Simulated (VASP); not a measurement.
An input for Ansatz (written as the equivalent of a VASP run, and not itself run):

Ansatz 0.2 input:
```yaml
crystal:
  lattice:
    - [0.0000000, 2.5424607, 2.5424607]
    - [2.5424607, 0.0000000, 2.5424607]
    - [2.5424607, 2.5424607, 0.0000000]
  atoms:
    - { symbol: Li, position: [0.0000000, 0.0000000, 0.0000000] }
    - { symbol: Cl, position: [0.5000000, 0.5000000, 0.5000000] }
kpoints:
  mp_grid: { grid: [10, 10, 10] }
hamiltonian:
  xc: pbe
  dispersion: d4
  pseudopotentials: { kind: paw }
scf:
  occupations: { method: tetrahedron }
  max_iter: 100
output: { forces: true, stress: true, eigenvalues: true }
```

Problem. Translate this input to VASP (INCAR, KPOINTS, POSCAR, choice of POTCAR).

Solution. One answer among several that fit: 
**KPOINTS**
```
Automatic
0
Gamma
 10 10 10
0 0 0
```

**INCAR**
```
ENCUT  =  520
NEDOS  =  601
NELM  =  100   ! most electronic steps
LREAL  =  .FALSE.
PREC  =  Accurate
LWAVE  =  .FALSE.
LASPH  =  .TRUE.   ! aspherical one-centre terms
ISMEAR  =  -5   ! tetrahedra, Bloechl
ISIF  =  2
ALGO  =  Normal   ! blocked Davidson
LORBIT  =  11
GGA  =  PE
LCHARG  =  .TRUE.
SYSTEM  =  LiCl
EDIFF  =  1E-7   ! SCF stop (eV)
IVDW  =  13   ! D4
```

File POSCAR:
```
LiCl
1
    0.0000000000     2.5424606958     2.5424606958
    2.5424606958     0.0000000000     2.5424606958
    2.5424606958     2.5424606958     0.0000000000
Li Cl
1 1
Direct
  0.0000000000   0.0000000000   0.0000000000
  0.5000000000   0.5000000000   0.5000000000
```

POTCAR, in this order: Li_sv Cl (PBE.64 set). Program: vasp_std.

The two are equivalent in intent, not identical: each code has its own PAW files, so the cut-off isn't converted (ENCUT is set for VASP's; basis.ecutwfc is left out, and Ansatz then takes the one that its files recommend); Ansatz stops its SCF on the density residual and VASP on the energy change (EDIFF).

The compound is LiCl in the rock salt structure. It was relaxed first.
